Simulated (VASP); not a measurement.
PbSe (rock salt): the bulk modulus from VASP (plane waves, PAW) at several levels of theory. Static lattice, third-order Birch-Murnaghan fit over five volumes.

```csv
level,bulk modulus (GPa)
LDA,56.3
PBE,46.5
PBEsol,53.1
RPBE,41.3
AM05,50.5
PBE-D3(BJ),51.0
optB88-vdW,49.3
rev-vdW-DF2,50.1
revTPSS,50.1
SCAN,52.0
r2SCAN,51.3
r2SCAN+rVV10,53.9
HSEsol,55.6
```

The cell of the LDA run:

```
PbSe
1.0
    0.00000     3.02279     3.02279
    3.02279     0.00000     3.02279
    3.02279     3.02279     0.00000
Pb Se
1 1
Direct
  0.00000   0.00000   0.00000
  0.50000   0.50000   0.50000
```

Only levels that ran to the end are used. Left out are those held back, those with too coarse a band path, GW runs whose mesh misses a band edge, hybrids' fits of cells that aren't cubic and levels without matching references; a question may draw on a part of the rest.

The compound is PbSe in the rock salt structure.
